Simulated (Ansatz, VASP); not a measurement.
## Two plane-wave programs on Si

```xyz
2
Lattice="0.0000 2.8798 2.4896 2.8798 0.0000 2.4896 2.8798 2.8798 0.0000" Properties=species:S:1:pos:R:3 pbc="T T T"
Si    2.8798    2.8798    2.4896
Si    4.3196    4.3196    3.7343
```

Alike in both runs: task single point; functional LDA; k mesh 12 × 12 × 12; occupations gaussian, width 0.05 eV; no spin polarisation.

```csv
,VASP,Ansatz
version,VASP 6.6.1,Ansatz 0.2.0
potentials or method,"VASP PAW LDA potentials, release 64 (Si)","scalar-relativistic, plane waves, PAW"
plane-wave cutoff (eV),520,420
valence electrons in the cell,8,8
```

|  | VASP | Ansatz | Ansatz less VASP |
| --- | --- | --- | --- |
| gap on the k mesh at the Fermi level (eV) | none | none | - |
| pressure (GPa) | -4.8 | -4.8 | -0.04 |
| largest component of the traceless stress (GPa) | 6.46 | 6.47 | +0.001 |

A gap of «none» marks a metal or a gap that the smearing closes. Ansatz warned: «pseudo_functional_mismatch».
